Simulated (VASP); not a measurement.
Output of a VASP run:

**OSZICAR**
```
       N       E                     dE             d eps       ncg     rms          rms(c)
DAV:   1     0.280840470627E+02    0.28084E+02   -0.58106E+03  2698   0.208E+03
DAV:   2    -0.128669632353E+02   -0.40951E+02   -0.38987E+02  2621   0.202E+02
DAV:   3    -0.133732019147E+02   -0.50624E+00   -0.50515E+00  3023   0.325E+01
DAV:   4    -0.133775692865E+02   -0.43674E-02   -0.43670E-02  3237   0.274E+00
DAV:   5    -0.133776293392E+02   -0.60053E-04   -0.60051E-04  3080   0.259E-01    0.781E+00
DAV:   6    -0.114589486498E+02    0.19187E+01   -0.28404E+01  2765   0.129E+02    0.581E+00
DAV:   7    -0.108329256581E+02    0.62602E+00   -0.57668E+00  2813   0.553E+01    0.470E-01
DAV:   8    -0.108327217034E+02    0.20395E-03   -0.16012E-01  2961   0.929E+00    0.986E-01
DAV:   9    -0.108225517271E+02    0.10170E-01   -0.15270E-01  3431   0.906E+00    0.459E-02
DAV:  10    -0.108237716620E+02   -0.12199E-02   -0.21503E-03  3055   0.631E-01    0.112E-01
DAV:  11    -0.108237342718E+02    0.37390E-04   -0.51377E-04  3761   0.438E-01    0.433E-02
DAV:  12    -0.108237472476E+02   -0.12976E-04   -0.54169E-04  2875   0.482E-01    0.282E-02
DAV:  13    -0.108237482457E+02   -0.99802E-06   -0.10589E-04  2810   0.211E-01    0.108E-03
DAV:  14    -0.108237503039E+02   -0.20582E-05   -0.11350E-06  2250   0.166E-02    0.206E-03
DAV:  15    -0.108237502554E+02    0.48500E-07   -0.12209E-06  1470   0.272E-02
   1 F= -.10823750E+02 E0= -.10823696E+02  d E =-.108238E+02
       N       E                     dE             d eps       ncg     rms          rms(c)
DAV:   1    -0.111766010831E+02   -0.35285E+00   -0.67056E+00  2750   0.653E+01    0.498E+00
DAV:   2    -0.109397929408E+02    0.23681E+00   -0.59827E+00  2753   0.559E+01    0.209E+00
DAV:   3    -0.108312160156E+02    0.10858E+00   -0.10734E+00  2804   0.232E+01    0.750E-01
DAV:   4    -0.108201607563E+02    0.11055E-01   -0.67552E-02  3039   0.370E+00    0.243E-01
DAV:   5    -0.108251232698E+02   -0.49625E-02   -0.18766E-02  2769   0.240E+00    0.451E-02
DAV:   6    -0.108252058817E+02   -0.82612E-04   -0.86404E-04  2899   0.612E-01    0.184E-02
DAV:   7    -0.108251951877E+02    0.10694E-04   -0.25483E-05  2724   0.107E-01    0.320E-03
DAV:   8    -0.108251993898E+02   -0.42020E-05   -0.90669E-06  2740   0.441E-02    0.280E-03
DAV:   9    -0.108251999028E+02   -0.51303E-06   -0.63007E-07  1726   0.161E-02
   2 F= -.10825200E+02 E0= -.10825208E+02  d E =-.144965E-02
       N       E                     dE             d eps       ncg     rms          rms(c)
DAV:   1    -0.108894909784E+02   -0.64292E-01   -0.12669E+00  2745   0.300E+01    0.204E+00
DAV:   2    -0.108429757701E+02    0.46515E-01   -0.93597E-01  2760   0.218E+01    0.787E-01
DAV:   3    -0.108281076709E+02    0.14868E-01   -0.17351E-01  2805   0.930E+00    0.345E-01
DAV:   4    -0.108261906451E+02    0.19170E-02   -0.15148E-02  3180   0.195E+00    0.118E-01
DAV:   5    -0.108266159660E+02   -0.42532E-03   -0.28503E-03  2836   0.102E+00    0.577E-03
DAV:   6    -0.108266267740E+02   -0.10808E-04   -0.29964E-05  2889   0.928E-02    0.884E-03
DAV:   7    -0.108266294386E+02   -0.26646E-05   -0.39772E-06  2754   0.395E-02    0.232E-03
DAV:   8    -0.108266296091E+02   -0.17058E-06   -0.20002E-06  2117   0.229E-02
   3 F= -.10826630E+02 E0= -.10826612E+02  d E =-.287935E-02
```

OUTCAR:
```
------------------------ aborting loop because EDIFF is reached ----------------------------------------
  FORCE on cell =-STRESS in cart. coord.  units (eV):
  Direction    XX          YY          ZZ          XY          YZ          ZX
  --------------------------------------------------------------------------------------
  Total       -0.0091018     -0.0091018     -0.0091018      0.0000000      0.0000000     -0.0000000
  in kB       -1.2671851     -1.2671851     -1.2671851      0.0000000      0.0000000     -0.0000000
  external PRESSURE =      -1.2671851 kB  Pullay stress =       0.0000000 kB
  volume of cell :       11.51
      direct lattice vectors                 reciprocal lattice vectors
    -0.000000000  1.791937364  1.791937364    -0.279027610  0.279027610  0.279027610
     1.791937364 -0.000000000  1.791937364     0.279027610 -0.279027610  0.279027610
     1.791937364  1.791937364  0.000000000     0.279027610  0.279027610 -0.279027610
 POSITION                                       TOTAL-FORCE (eV/Angst)
 -----------------------------------------------------------------------------------
      0.00000      0.00000      0.00000         0.000000      0.000000     -0.000000
 -----------------------------------------------------------------------------------
    total drift:                               -0.000000     -0.000000     -0.000000
  FREE ENERGIE OF THE ION-ELECTRON SYSTEM (eV)
  ---------------------------------------------------
  free  energy   TOTEN  =       -10.8266296091 eV

  energy  without entropy=      -10.8265782114  energy(sigma->0) =      -10.82661248

 reached required accuracy - stopping structural energy minimisation
```
(Selected blocks of OUTCAR.)

File POSCAR:
```
Cu
1
    0.0000000000     1.8050000000     1.8050000000
    1.8050000000     0.0000000000     1.8050000000
    1.8050000000     1.8050000000     0.0000000000
Cu
1
Direct
  0.0000000000   0.0000000000   0.0000000000
```

Task: Write an INCAR and KPOINTS that could have produced this output.

Result: One answer among several that fit: the input of the run itself, r2SCAN meta-GGA, plane waves, VASP's PBE PAW potentials (set 64).

### KPOINTS
```
kpoints
0
G
16 16 16
```

INCAR:
```
SYSTEM = Cu
PREC = Accurate
ENCUT = 520
EDIFF = 1E-6
NELM = 100
ALGO = Normal
LREAL = .FALSE.
LASPH = .TRUE.
ISMEAR = 1
SIGMA = 0.1
METAGGA = R2SCAN
LMIXTAU = .TRUE.
LMAXMIX = 4
LWAVE = .FALSE.
LCHARG = .FALSE.
IBRION = 2
ISIF = 3
NSW = 60
EDIFFG = -0.01
```

POTCAR, in this order: Cu (PBE.64 set). Program: vasp_std.

Energy and stress use the plane-wave basis of the starting cell.

The compound is Cu in the fcc structure. This run relaxes it. Symmetry was kept, so distortions that lower it aren't found.
